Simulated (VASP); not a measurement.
Crystal: AlGa3N2.

```xyz
6
Lattice="5.4782 0.0000 0.0000 -2.7391 4.7443 0.0000 0.0000 0.0000 3.3358" Properties=species:S:1:pos:R:3 pbc="T T T"
Al    0.0000    0.0000    0.0000
Ga    2.7391    0.0000    1.6679
Ga    1.3695    2.3721    1.6679
Ga   -1.3695    2.3721    1.6679
N     0.0000    3.1628    0.0000
N     2.7391    1.5814    0.0000
```

The cell was built by a generator and needn't be a form met in nature.

| Quantity | Value |
| --- | --- |
| Program | VASP 6.6.1 |
| Task | relaxation of cell and atoms |
| Functional | PBE |
| Potentials or basis | VASP PAW PBE potentials, release 64 (Al, Ga_d, N) |
| Cutoff | 520 eV |
| k mesh | 3 × 3 × 4 |
| Occupations | gaussian, width 0.15 eV |
| Spin | no spin polarisation |

At the start: pressure -3.9 GPa; volume 14.45 Å³/atom.

Task: How do energy, volume and symmetry change on relaxing?

Result: Over 11 steps the energy falls by 181.3 meV/atom and the volume is 13.60 Å³/atom (-5.9 %); space group P6/mmm (No. 191, to 0.05 Å).

Step by step:
| step | energy change (eV) | largest force (eV/Å) | pressure (GPa) | volume (Å³) |
| --- | --- | --- | --- | --- |
| 1 | 0.0000 | 0.0000 | -3.87 | 86.70 |
| 2 | -0.4891 | 0.0000 | -0.56 | 82.25 |
| 3 | 0.7812 | 0.0000 | 31.65 | 68.18 |
| 4 | -0.7720 | 0.0000 | 2.01 | 79.49 |
| 5 | -0.8239 | 0.0000 | 12.47 | 73.92 |
| 6 | -0.9347 | 0.0000 | 5.60 | 76.76 |
| 7 | -0.9390 | 0.0000 | 7.68 | 76.08 |
| 8 | -0.9359 | 0.0000 | 4.54 | 79.20 |
| 9 | -1.0156 | 0.0000 | 5.61 | 77.61 |
| 10 | -1.0865 | 0.0000 | -0.05 | 81.89 |
| 11 | -1.0876 | 0.0000 | 0.20 | 81.58 |

Final structure:
```
Al Ga N
1.0
     5.73151    0.00000    0.00000
    -2.86576    4.96364    0.00000
     0.00000    0.00000    2.86744
Al Ga N
1 3 2
Direct
  0.00000 0.00000 0.00000
  0.50000 0.00000 0.50000
  0.50000 0.50000 0.50000
  0.00000 0.50000 0.50000
  0.33333 0.66667 0.00000
  0.66667 0.33333 0.00000
```

Caveat: the k mesh is coarse (spacing up to 0.47 Å⁻¹), so the values aren't converged.
